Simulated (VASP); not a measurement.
Given:

```yaml
crystal:
  lattice:
    - [2.18586, -3.78602, 0.00000]
    - [2.18586, 3.78602, 0.00000]
    - [0.00000, 0.00000, 7.12446]
  atoms:
    - { symbol: Cd, position: [0.66667, 0.33333, 0.50000] }
    - { symbol: Cd, position: [0.33333, 0.66667, 0.00000] }
    - { symbol: Se, position: [0.66667, 0.33333, 0.87600] }
    - { symbol: Se, position: [0.33333, 0.66667, 0.37600] }
```

Calculation: AM05 GGA, VASP's PBE PAW potentials (set 64) (plane waves; VASP 6.6.1). Numerical set-up: 520 eV cut-off, 6×6×3 Γ-centred mesh, Gaussian smearing of 0.050 eV, potentials Cd Se.

Question: Give the stress tensor in GPa (positive for a compressed cell).

Answer: 
```
-1.36   0.00   0.00
 0.00  -1.36   0.00
 0.00   0.00  -1.30
```
The pressure is its mean diagonal, -1.34 GPa.

The compound is CdSe in the wurtzite structure. This cell is one point of a volume scan, at 1.03 of the reference volume.
